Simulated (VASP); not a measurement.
Data:

```
KI
1.0
    0.00000     3.47193     3.47193
    3.47193     0.00000     3.47193
    3.47193     3.47193     0.00000
K I
1 1
Direct
  0.00000   0.00000   0.00000
  0.50000   0.50000   0.50000
```

The numbers are results of PBE GGA with D3 dispersion (Becke-Johnson damping), VASP's PBE PAW potentials (set 64) (plane waves; VASP), not measurements. Settings: 520 eV cut-off, 7×7×7 Γ-centred mesh, Gaussian smearing of 0.050 eV, potentials K_sv I.

Unless said otherwise, spin-orbit coupling is left out, though it shifts the bands of the heavy elements here.

**Question.** Estimate the energy per atom (σ→0), band gap (on the k-mesh) with the smallest direct gap where there is one.

**Answer.** 
```yaml
band gap (on the k-mesh): 4.09 eV
smallest direct gap (on the k-mesh): 4.09 eV
energy per atom (σ→0): -289.9 kJ/mol of atoms
```

Total energies compare only between runs with the same potentials, cut-off and functional.

The compound is KI in the rock salt structure. This cell is one point of a volume scan, at 0.97 of the reference volume.
